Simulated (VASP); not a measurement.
Given:

```xyz
2
Lattice="1.3915 -2.4101 0.0000 1.3915 2.4101 0.0000 0.0000 0.0000 4.4912" Properties=species:S:1:pos:R:3 pbc="T T T"
Re     1.3915     0.8034     1.1228
Re     1.3915    -0.8034     3.3684
```

Method: PW91 GGA, VASP's PBE PAW potentials (set 64) (plane waves; VASP 6.6.1). Run with 520 eV cut-off, 17×17×9 Γ-centred mesh, tetrahedra with Blöchl corrections, potentials Re.

Unless said otherwise, spin-orbit coupling is left out, though it shifts the bands of the heavy elements here.

### Question
What does the run give for the energy per atom (σ→0), band gap (on the k-mesh) with the smallest direct gap where there is one?

### Answer

- band gap (on the k-mesh) = none (metal, semimetal or under 0.01 eV)
- energy per atom (σ→0) = -12.337 eV/atom

The absolute energy has meaning only against runs of the same code, potentials and settings.

The compound is Re in the hcp structure. It was relaxed first.
